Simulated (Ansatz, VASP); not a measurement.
**One calculation of Be16N (a cell with a defect), two programs**

```
CELL_PARAMETERS angstrom
-2.29000 -3.96640 0.00000
3.43500 -1.98320 0.00000
0.00000 0.00000 7.17686
ATOMIC_POSITIONS crystal
Be 0.75027 0.49917 0.00647
Be 0.50370 0.33631 0.24343
Be 0.75029 0.53584 0.49193
Be 0.50814 0.33945 0.75734
Be 0.50367 0.00001 0.00624
Be 0.25027 0.83867 0.24191
Be 0.50804 0.99712 0.49237
Be 0.25029 0.84350 0.76353
Be 0.25026 0.49771 0.00779
Be 0.99685 0.33631 0.24342
Be 0.25030 0.49320 0.48605
Be 0.99241 0.33945 0.75734
Be 0.99687 0.00001 0.00624
Be 0.75027 0.83714 0.24321
Be 0.99255 0.99707 0.49235
Be 0.75028 0.80071 0.75776
N 0.25026 0.16846 0.62486
```

Alike in both runs: functional PBE; dispersion D3(BJ); k mesh 3 × 3 × 2; occupations fermi-dirac, width 0.15 eV; no spin polarisation.

Ansatz relaxed the structure, and its values are those at the end. VASP's run is a single point on that final structure, the one shown.

|  | VASP | Ansatz |
| --- | --- | --- |
| version | VASP 6.6.1 | Ansatz 0.2.0 |
| potentials or method | VASP PAW PBE potentials, release 64 (Be, N) | scalar-relativistic, plane waves, PAW |
| plane-wave cutoff (eV) | 520 | 420 |
| valence electrons in the cell | 37 | 37 |

```tsv
	VASP	Ansatz	Ansatz less VASP
rms of the force components (eV/Å)	0.007	0.004	-0.0034
dispersion energy (meV/atom)	-347.6	-347.6	-0.06
```

Caveats: the k mesh is coarse (spacing up to 0.53 Å⁻¹), so the values aren't converged.
